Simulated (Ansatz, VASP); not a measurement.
# YB3: VASP beside Ansatz

```xyz
4
Lattice="3.5920 0.0000 0.0000 0.0000 3.5920 0.0000 0.0000 0.0000 3.5920" Properties=species:S:1:pos:R:3 pbc="T T T"
Y     0.0000    0.0000    0.0000
B     0.0000    1.7960    1.7960
B     1.7960    0.0000    1.7960
B     1.7960    1.7960    0.0000
```

Change from the starting cell: species swapped into the LaTl3 type (Pm-3m, No. 221).

Alike in both runs: functional PBE; k mesh 14 × 14 × 14; occupations gaussian, width 0.1 eV; no spin polarisation.

Ansatz relaxed the structure, and its values are those at the end. VASP's run is a single point on that final structure, the one shown.

|  | VASP | Ansatz |
| --- | --- | --- |
| version | VASP 6.6.1 | Ansatz 0.2.0 |
| potentials or method | VASP PAW PBE potentials, release 64 (Y_sv, B) | scalar-relativistic, plane waves, PAW |
| plane-wave cutoff (eV) | 520 | 420 |
| valence electrons in the cell | 20 | 20 |

Ansatz gave:

```
gap on the k mesh at the Fermi level (eV) : none
pressure (GPa)                            : 0.0
```

Q: What did VASP give for the same quantities?

A: gap on the k mesh at the Fermi level (eV): none; pressure (GPa): -0.2.

A gap of «none» marks a metal or a gap that the smearing closes.
